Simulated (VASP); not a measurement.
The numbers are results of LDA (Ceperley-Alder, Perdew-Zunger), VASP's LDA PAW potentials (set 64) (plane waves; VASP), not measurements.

A VASP calculation is set up with these files.

### POSCAR
```
TiAl
1
    2.5754561238     0.0000000000     0.0000000000
   -0.0000000000     2.5754561238     0.0000000000
   -0.0000000000    -0.0000000000     3.6681860342
Ti Al
1 1
Direct
  0.0000000000   0.0000000000   1.0000000000
  0.5000000000   0.5000000000   0.5000000000
```

**KPOINTS**
```
K-points
0
G
14 14 10
```

### INCAR
```
LMAXMIX=4
ISIF=3   # ions, shape and volume
NELM=100   # most electronic steps
EDIFF=1E-6
ENCUT=500   # plane-wave cut-off (eV)
SIGMA=0.1
LWAVE=.FALSE.
IBRION=2
NSW=40
EDIFFG=-0.02   # ionic stop
SYSTEM=TiAl
LREAL=.FALSE.
ISMEAR=1   # Methfessel-Paxton
PSTRESS=450   # kbar
ALGO=Normal
LCHARG=.FALSE.
LASPH=.TRUE.   # aspherical one-centre terms
PREC=Accurate
```

POTCAR, in this order: Ti_sv Al (LDA.64 set). Program: vasp_std.

The run wrote:

File OUTCAR:
```
 ion  position               nearest neighbor table
   1  0.000  0.000  0.000-   2 2.58   2 2.58   2 2.58   2 2.58   2 2.58   2 2.58   2 2.58   2 2.58
  LATTYP: Found a simple tetragonal cell.
 ALAT       =     2.5754561238
 C/A-ratio  =     1.4242859742
 Subroutine PRICEL returns:
 Original cell was already a primitive cell.
 Subroutine GETGRP returns: Found 16 space group operations
The static configuration has the point symmetry D_4h.
The dynamic configuration has the point symmetry D_4h.
 Subroutine INISYM returns: Found 16 space group operations
 Subroutine IBZKPT returns following result:
 Found    216 irreducible k-points:

 Following reciprocal coordinates:
            Coordinates               Weight
  0.000000  0.000000  0.000000      1.000000
  0.071429  0.000000  0.000000      4.000000
  0.142857  0.000000  0.000000      4.000000
  0.214286  0.000000  0.000000      4.000000
  0.285714  0.000000  0.000000      4.000000
  0.357143  0.000000  0.000000      4.000000
  0.428571  0.000000  0.000000      4.000000
  0.500000  0.000000  0.000000      2.000000
  0.071429  0.071429  0.000000      4.000000
  0.142857  0.071429  0.000000      8.000000
  0.214286  0.071429  0.000000      8.000000
  0.285714  0.071429  0.000000      8.000000
  0.357143  0.071429  0.000000      8.000000
  0.428571  0.071429  0.000000      8.000000
  0.500000  0.071429  0.000000      4.000000
  0.142857  0.142857  0.000000      4.000000
  0.214286  0.142857  0.000000      8.000000
  0.285714  0.142857  0.000000      8.000000
  0.357143  0.142857  0.000000      8.000000
  0.428571  0.142857  0.000000      8.000000
  0.500000  0.142857  0.000000      4.000000
  0.214286  0.214286  0.000000      4.000000
  0.285714  0.214286  0.000000      8.000000
  0.357143  0.214286  0.000000      8.000000
  0.428571  0.214286  0.000000      8.000000
  0.500000  0.214286  0.000000      4.000000
  0.285714  0.285714  0.000000      4.000000
  0.357143  0.285714  0.000000      8.000000
  0.428571  0.285714  0.000000      8.000000
  0.500000  0.285714  0.000000      4.000000
  0.357143  0.357143  0.000000      4.000000
  0.428571  0.357143  0.000000      8.000000
  0.500000  0.357143  0.000000      4.000000
  0.428571  0.428571  0.000000      4.000000
  0.500000  0.428571  0.000000      4.000000
  0.500000  0.500000  0.000000      1.000000
  0.000000  0.000000  0.100000      2.000000
  0.071429  0.000000  0.100000      8.000000
  0.142857  0.000000  0.100000      8.000000
  0.214286  0.000000  0.100000      8.000000
   k-points           NKPTS =    216   k-points in BZ     NKDIM =    216   number of bands    NBANDS=     11
   number of dos      NEDOS =    301   number of ions     NIONS =      2
   total plane-waves  NPLWV =  11200
   dimension x,y,z NGX =    20 NGY =   20 NGZ =   28
   dimension x,y,z NGXF=    40 NGYF=   40 NGZF=   56
   ions per type =               1   1
   PREC   = accura    normal or accurate (medium, high low for compatibility)
   ISTART =      0    job   : 0-new  1-cont  2-samecut
   ICHARG =      2    charge: 1-file 2-atom 10-const
   ISPIN  =      1    spin polarized calculation?
   LNONCOLLINEAR =      F non collinear calculations
   LSORBIT =      F    spin-orbit coupling
   INIWAV =      1    electr: 0-lowe 1-rand  2-diag
   ENCUT  =  500.0 eV  36.75 Ry    6.06 a.u.   4.70  4.70  6.69*2*pi/ulx,y,z
   NELM   =    100;   NELMIN=  2; NELMDL= -5     # of ELM steps
   EDIFF  = 0.1E-05   stopping-criterion for ELM
   LREAL  =      F    real-space projection
   NLSPLINE    = F    spline interpolate recip. space projectors
   LMAXMIX     =    4 max onsite mixed and CHGCAR
...
```

**OSZICAR**
```
       N       E                     dE             d eps       ncg     rms          rms(c)
DAV:   1     0.929313750344E+02    0.92931E+02   -0.74437E+03  4752   0.143E+03
DAV:   2    -0.833645137247E+01   -0.10127E+03   -0.98004E+02  4839   0.343E+02
DAV:   3    -0.137996527999E+02   -0.54632E+01   -0.51770E+01  7074   0.784E+01
DAV:   4    -0.140122075046E+02   -0.21255E+00   -0.21074E+00  5839   0.130E+01
DAV:   5    -0.140203690345E+02   -0.81615E-02   -0.81574E-02  6785   0.226E+00    0.134E+01
DAV:   6    -0.129085925527E+02    0.11118E+01   -0.77369E+00  5644   0.349E+01    0.428E+00
DAV:   7    -0.128398202932E+02    0.68772E-01   -0.52051E-01  5281   0.891E+00    0.309E+00
DAV:   8    -0.128407075181E+02   -0.88722E-03   -0.10195E-01  5307   0.329E+00    0.472E-01
DAV:   9    -0.128419185663E+02   -0.12110E-02   -0.16425E-02  6637   0.153E+00    0.262E-01
DAV:  10    -0.128423695141E+02   -0.45095E-03   -0.98454E-04  5554   0.353E-01    0.684E-02
DAV:  11    -0.128423372015E+02    0.32313E-04   -0.18576E-04  5766   0.171E-01    0.406E-02
DAV:  12    -0.128423392417E+02   -0.20402E-05   -0.19388E-05  5245   0.540E-02    0.140E-02
DAV:  13    -0.128423386557E+02    0.58599E-06   -0.10153E-06  3245   0.136E-02
   1 F= -.60085492E+01 E0= -.60082706E+01  d E =-.600855E+01
```

File OUTCAR:
```
------------------------ aborting loop because EDIFF is reached ----------------------------------------
  FORCE on cell =-STRESS in cart. coord.  units (eV):
  Direction    XX          YY          ZZ          XY          YZ          ZX
  --------------------------------------------------------------------------------------
  Total        6.8318122      6.8318122      6.8020281      0.0000000      0.0000000      0.0000000
  in kB      449.8698012    449.8698012    447.9085349      0.0000000      0.0000000      0.0000000
  external PRESSURE =      -0.7839542 kB  Pullay stress =     450.0000000 kB
  volume of cell :       24.33
      direct lattice vectors                 reciprocal lattice vectors
     2.575456124  0.000000000  0.000000000     0.388280736  0.000000000  0.000000000
     0.000000000  2.575456124  0.000000000     0.000000000  0.388280736  0.000000000
     0.000000000  0.000000000  3.668186034     0.000000000  0.000000000  0.272614309
 POSITION                                       TOTAL-FORCE (eV/Angst)
 -----------------------------------------------------------------------------------
      0.00000      0.00000      0.00000         0.000000      0.000000      0.000000
      1.28773      1.28773      1.83409         0.000000      0.000000      0.000000
 -----------------------------------------------------------------------------------
    total drift:                               -0.000000      0.000000     -0.000000
  FREE ENERGIE OF THE ION-ELECTRON SYSTEM (eV)
  ---------------------------------------------------
  free  energy   TOTEN  =       -12.8423386557 eV

  energy  without entropy=      -12.8415028467  energy(sigma->0) =      -12.84206005
  enthalpy is  TOTEN    =        -6.0085491826 eV   P V=        6.8337894731

 reached required accuracy - stopping structural energy minimisation
```
(Selected blocks of OUTCAR.)

**OUTCAR**
```
 val. band max:       11.4082943547   @ k =   0.3571   0.2143   0.0000

 cond. band min:      11.4239776883   @ k =   0.2143   0.1429   0.5000


 Fermi energy:        11.4188996365

 k-point     1 :       0.0000    0.0000    0.0000
  band No.  band energies     occupation
      1     -43.9337      2.00000
      2     -20.7642      2.00000
      3     -19.9838      2.00000
      4     -19.9838      2.00000
      5       1.1438      2.00000
      6       8.9069      2.00000
      7      10.0542      2.00000
      8      11.8396     -0.00000
      9      14.3134      0.00000
     10      14.3134      0.00000
     11      15.9277      0.00000

 k-point     2 :       0.0714    0.0000    0.0000
  band No.  band energies     occupation
      1     -43.9252      2.00000
      2     -20.7565      2.00000
      3     -20.0438      2.00000
      4     -19.9787      2.00000
      5       1.2684      2.00000
      6       9.0151      2.00000
      7      10.1242      2.00000
      8      11.6112     -0.02034
      9      14.3400      0.00000
     10      14.5326      0.00000
     11      15.7738      0.00000

 k-point     3 :       0.1429    0.0000    0.0000
  band No.  band energies     occupation
      1     -43.9012      2.00000
      2     -20.7350      2.00000
      3     -20.2099      2.00000
      4     -19.9641      2.00000
      5       1.6359      2.00000
      6       9.3063      2.00000
      7      10.2964      2.00000
      8      11.0910      2.00004
      9      14.4154      0.00000
     10      15.0432      0.00000
     11      15.3758      0.00000

 k-point     4 :       0.2143    0.0000    0.0000
  band No.  band energies     occupation
      1     -43.8662      2.00000
      2     -20.7038      2.00000
      3     -20.4449      2.00000
      4     -19.9430      2.00000
      5       2.2299      2.00000
      6       9.6943      2.00000
      7      10.4096      2.00000
      8      10.4934      2.00000
      9      14.5269      0.00000
...
```

The compound is TiAl in the L1_0 structure. It was relaxed first under an external pressure of 45 GPa. The electron count is odd and the run is not spin-polarised, which forces a metal.
